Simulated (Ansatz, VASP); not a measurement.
## One calculation of TiOs, two programs

```
Ti Os
1.0
     3.03990    0.00000    0.00000
     0.00000    3.03990    0.00000
     0.00000    0.00000    3.03990
Ti Os
1 1
Cartesian
  1.5199 1.5199 1.5199
  0.0000 0.0000 0.0000
```

Alike in both runs: functional LDA; k mesh 14 × 14 × 14; occupations gaussian, width 0.1 eV; no spin polarisation.

Ansatz relaxed the structure, and its values are those at the end. VASP's run is a single point on that final structure, the one shown.

```csv
,VASP,Ansatz
version,VASP 6.6.1,Ansatz 0.2.0
potentials or method,"VASP PAW LDA potentials, release 64 (Ti_sv, Os)","scalar-relativistic, plane waves, PAW"
plane-wave cutoff (eV),520,420
valence electrons in the cell,20,28
```

```csv
,VASP,Ansatz,Ansatz less VASP
gap on the k mesh at the Fermi level (eV),none,none,-
pressure (GPa),0.4,0.0,-0.39
```

A gap of «none» marks a metal or a gap that the smearing closes. The two sets of potentials don't hold the same shells in valence.

The runs have no spin-orbit coupling, so splittings on Os are missing.
